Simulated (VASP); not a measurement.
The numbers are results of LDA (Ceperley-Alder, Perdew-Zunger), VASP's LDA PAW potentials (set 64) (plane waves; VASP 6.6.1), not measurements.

The input files of a VASP run:

### INCAR
```
! general
SYSTEM =Sn
PREC   =Accurate
ENCUT  =520
LREAL  =.False.
LASPH  =.True.   ! aspherical one-centre terms

! electronic loop
EDIFF  =1E-6   ! SCF stop (eV)
NELM   =100
ALGO   =Normal   ! blocked Davidson
LMAXMIX=4   ! l cut-off of mixed one-centre charges

! smearing
ISMEAR =1   ! Methfessel-Paxton
SIGMA  =0.1   ! width (eV)

! ions
IBRION =2
NSW    =60
ISIF   =3   ! ions, shape and volume
EDIFFG =-0.01   ! ionic stop

! output
LWAVE  =.False.
LCHARG =.False.
```

### KPOINTS
```
Automatic mesh
0
Gamma
12 12 12
0 0 0
```

File POSCAR:
```
Sn
1
   -2.8883933573     2.8883933573     1.5658518080
    2.8883933573    -2.8883933573     1.5658518080
    2.8883933573     2.8883933573    -1.5658518080
Sn
2
Direct
  0.2500000000   0.7500000000   0.5000000000
  0.0000000000   0.0000000000   0.0000000000
```

POTCAR, in this order: Sn_d (LDA.64 set). Program: vasp_std.

What VASP printed:

OUTCAR:
```
 ion  position               nearest neighbor table
   1  0.250  0.750  0.500-   2 2.99   2 2.99   2 2.99   2 2.99   2 3.72   2 3.72   2 3.72   2 3.72
  LATTYP: Found a body centered tetragonal cell.
 ALAT       =     5.7767867146
 C/A-ratio  =     0.5421186155
 Subroutine PRICEL returns:
 Original cell was already a primitive cell.
 Subroutine GETGRP returns: Found 16 space group operations
The static configuration has the point symmetry D_2d.
 The point group associated with its full space group is D_4h.
The dynamic configuration has the point symmetry D_2d.
 Subroutine INISYM returns: Found 16 space group operations
 Subroutine IBZKPT returns following result:
 Found    163 irreducible k-points:

 Following reciprocal coordinates:
            Coordinates               Weight
  0.000000  0.000000  0.000000      1.000000
  0.083333  0.000000 -0.000000      8.000000
  0.166667  0.000000 -0.000000      8.000000
  0.250000  0.000000  0.000000      8.000000
  0.333333  0.000000 -0.000000      8.000000
  0.416667  0.000000 -0.000000      8.000000
  0.500000  0.000000  0.000000      4.000000
  0.083333  0.083333 -0.000000      8.000000
  0.166667  0.083333  0.000000     16.000000
  0.250000  0.083333 -0.000000     16.000000
  0.333333  0.083333 -0.000000     16.000000
  0.416667  0.083333  0.000000     16.000000
  0.500000  0.083333 -0.000000     16.000000
 -0.416667  0.083333  0.000000     16.000000
 -0.333333  0.083333  0.000000     16.000000
 -0.250000  0.083333  0.000000     16.000000
 -0.166667  0.083333  0.000000     16.000000
 -0.083333  0.083333  0.000000      4.000000
  0.166667  0.166667 -0.000000      8.000000
  0.250000  0.166667 -0.000000     16.000000
  0.333333  0.166667 -0.000000     16.000000
  0.416667  0.166667 -0.000000     16.000000
  0.500000  0.166667 -0.000000     16.000000
...
```

OSZICAR:
```
       N       E                     dE             d eps       ncg     rms          rms(c)
DAV:   1     0.202624338778E+03    0.20262E+03   -0.15025E+04  5882   0.246E+03
DAV:   2     0.913684350204E+01   -0.19349E+03   -0.19121E+03  5868   0.452E+02
DAV:   3    -0.847756624351E+01   -0.17614E+02   -0.17460E+02  6726   0.140E+02
DAV:   4    -0.900543280085E+01   -0.52787E+00   -0.52693E+00  6812   0.266E+01
DAV:   5    -0.902553131595E+01   -0.20099E-01   -0.20096E-01  7994   0.473E+00    0.261E+00
DAV:   6    -0.899405957000E+01    0.31472E-01   -0.38341E-02  7648   0.310E+00    0.143E+00
DAV:   7    -0.898167066404E+01    0.12389E-01   -0.21686E-02  7698   0.222E+00    0.158E-01
DAV:   8    -0.898110323280E+01    0.56743E-03   -0.19943E-03  7092   0.723E-01    0.299E-02
DAV:   9    -0.898110781777E+01   -0.45850E-05   -0.48846E-05  7528   0.727E-02    0.130E-02
DAV:  10    -0.898110806182E+01   -0.24405E-06   -0.38184E-06  5784   0.261E-02
   1 F= -.89811081E+01 E0= -.89809517E+01  d E =-.898111E+01
```

### OUTCAR
```
------------------------ aborting loop because EDIFF is reached ----------------------------------------
  FORCE on cell =-STRESS in cart. coord.  units (eV):
  Direction    XX          YY          ZZ          XY          YZ          ZX
  --------------------------------------------------------------------------------------
  Total        0.0133062      0.0133062      0.0181024      0.0000000      0.0000000      0.0000000
  in kB        0.4079831      0.4079831      0.5550382      0.0000000      0.0000000      0.0000000
  external PRESSURE =       0.4570015 kB  Pullay stress =       0.0000000 kB
  volume of cell :       52.25
      direct lattice vectors                 reciprocal lattice vectors
    -2.888393357  2.888393357  1.565851808     0.000000000  0.173106616  0.319315019
     2.888393357 -2.888393357  1.565851808     0.173106616  0.000000000  0.319315019
     2.888393357  2.888393357 -1.565851808     0.173106616  0.173106616  0.000000000
 POSITION                                       TOTAL-FORCE (eV/Angst)
 -----------------------------------------------------------------------------------
      2.88839      0.00000      0.78293        -0.000000      0.000000      0.000000
      0.00000      0.00000      0.00000         0.000000     -0.000000     -0.000000
 -----------------------------------------------------------------------------------
    total drift:                               -0.000000     -0.000000      0.000000
  FREE ENERGIE OF THE ION-ELECTRON SYSTEM (eV)
  ---------------------------------------------------
  free  energy   TOTEN  =        -8.9811080618 eV

  energy  without entropy=       -8.9806389132  energy(sigma->0) =       -8.98095168

 reached required accuracy - stopping structural energy minimisation
```
(Selected blocks of OUTCAR.)

The compound is Sn in the beta structure. It was relaxed first. The start is the result of an earlier pass.
